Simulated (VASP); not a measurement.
Consider the following.

```xyz
2
Lattice="0.0000 2.8588 2.8588 2.8588 0.0000 2.8588 2.8588 2.8588 0.0000" Properties=species:S:1:pos:R:3 pbc="T T T"
Ba     0.0000     0.0000     0.0000
O      2.8588     2.8588     2.8588
```

These are revPBE GGA, VASP's PBE PAW potentials (set 64) (plane waves; VASP) values and carry that method's errors. Settings: 520 eV cut-off, 8×8×8 Γ-centred mesh, Gaussian smearing of 0.050 eV, potentials Ba_sv O.

Unless said otherwise, spin-orbit coupling is left out, though it shifts the bands of the heavy elements here.

Problem. Estimate the energy per atom (σ→0), pressure, band gap (on the k-mesh) with the smallest direct gap where there is one.

Solution. 
```json
{
  "band gap (on the k-mesh)": "2.33 eV",
  "smallest direct gap (on the k-mesh)": "2.33 eV",
  "energy per atom (σ→0)": "-5.606 eV/atom",
  "pressure": "-1.68 GPa"
}
```

Only differences to runs with the same potentials and settings are physical.

The compound is BaO in the rock salt structure. This cell is one point of a volume scan, at 1.03 of the reference volume.
